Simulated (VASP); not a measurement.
The system is Si5O3H12, in a box.

```xyz
20
Lattice="15.0000 0.0000 0.0000 0.0000 15.0000 0.0000 0.0000 0.0000 15.0000" Properties=species:S:1:pos:R:3 pbc="T T T"
Si    7.4622    7.4481    7.8073
Si    7.1826    7.0611   10.1032
Si   10.4899    7.5227    7.0057
Si    6.1064    5.2146    6.0788
Si    6.2075   10.1816    6.9303
O     8.9602    6.9809    7.3295
O     6.3510    6.6019    6.9471
O     7.2796    9.0433    7.4717
H     5.8426    7.5523   10.5499
H     8.2386    7.7766   10.8840
H     7.2784    5.5983   10.3992
H    11.1396    8.0060    8.2610
H    11.2634    6.3757    6.4514
H    10.4520    8.6352    6.0107
H     6.1817    4.0253    6.9796
H     4.7469    5.2985    5.4740
H     7.1320    5.0825    5.0018
H     5.0997   10.3538    7.9176
H     6.9515   11.4646    6.7847
H     5.6341    9.7768    5.6126
```

Base run:

* Program: VASP 6.6.1
* Functional: LDA
* Potentials or basis: VASP PAW LDA potentials, release 64 (Si, O, H)
* Cutoff: 400 eV
* k mesh: 1 × 1 × 1
* Occupations: gaussian, width 0.02 eV
* Spin: no spin polarisation

Its results: gap between the frontier levels 5.44 eV; largest force 0.455 eV/Å.

**Question.** The run is repeated on the same cell with these changes: functional from LDA to PBE; potentials or basis from VASP PAW LDA potentials, release 64 (Si, O, H) to VASP PAW PBE potentials, release 64 (Si, O, H). What comes out?

**Answer.** Gap between the frontier levels 5.58 eV; largest force 0.038 eV/Å.

